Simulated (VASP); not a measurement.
Data:

```xyz
1
Lattice="0.0000 2.0859 2.0859 2.0859 0.0000 2.0859 2.0859 2.0859 0.0000" Properties=species:S:1:pos:R:3 pbc="T T T"
Ag     0.0000     0.0000     0.0000
```

Method: PBE GGA, VASP's PBE PAW potentials (set 64) (plane waves; VASP). Settings: 400 eV cut-off, 5×5×5 Γ-centred mesh, first-order Methfessel-Paxton smearing of 0.10 eV, potentials Ag.

Gaps are read on the run's mesh, which can miss a band edge.

Q: What does the run give for the energy per atom (σ→0), pressure, band gap (on the k-mesh) with the smallest direct gap where there is one?

A: 
- band gap (on the k-mesh) = none (metal, semimetal or under 0.01 eV)
- energy per atom (σ→0) = -273.0 kJ/mol-atom
- pressure = -2.79 GPa

Only differences to runs with the same potentials and settings are physical.

The compound is Ag in the fcc structure. The cell was not relaxed at this level. The k-mesh is coarse (spacing up to 0.52 per Å, 2π included), so the numbers may not be converged in it. The run is one of a series of settings (KPOINTS 5×5×5 Γ-centred mesh against the base run), some of them coarse on purpose.
